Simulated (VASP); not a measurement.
Runs of VASP 6.6.1 on MgB2. The structure is hexagonal, space group P6/mmm (No. 191). Conventional cell: a = 3.085 Å, b = 3.085 Å, c = 3.523 Å, α = 90.00°, β = 90.00°, γ = 120.00°. Mg (site symmetry 6/mmm) is surrounded by 12 B at 2.51 Å. B (site symmetry -6m2) has 3 B at 1.78 Å as nearest neighbours. 

| level | potentials or basis | k mesh | gap on the mesh (eV) | pressure (GPa) |
| --- | --- | --- | --- | --- |
| PBE | VASP PAW PBE potentials, release 64 (Mg, B) | 20 × 20 × 16 | none | -1.3 |
| PBE | VASP PAW PBE potentials, release 64 (Mg, B) | 28 × 28 × 22 | none | -1.3 |
| PBE | VASP PAW PBE potentials, release 64 (Mg, B) | 12 × 12 × 8 | none | -1.2 |
| LDA | VASP PAW LDA potentials, release 64 (Mg, B) | 20 × 20 × 16 | none | (a) |

Alike in all rows: task optical spectrum; no spin polarisation; cell as given; cutoff (eV) 520; smearing fermi-dirac 0.05 eV.

Question: Fill in the values left out.

Answer: (a) -8.2.

Caveats: independent-particle spectra lack excitons; the intraband (Drude) part of a metal's response may be missing; spectra need much finer meshes, so this one isn't converged (some runs).

A gap of «none» marks a metal or a gap under the smearing width.
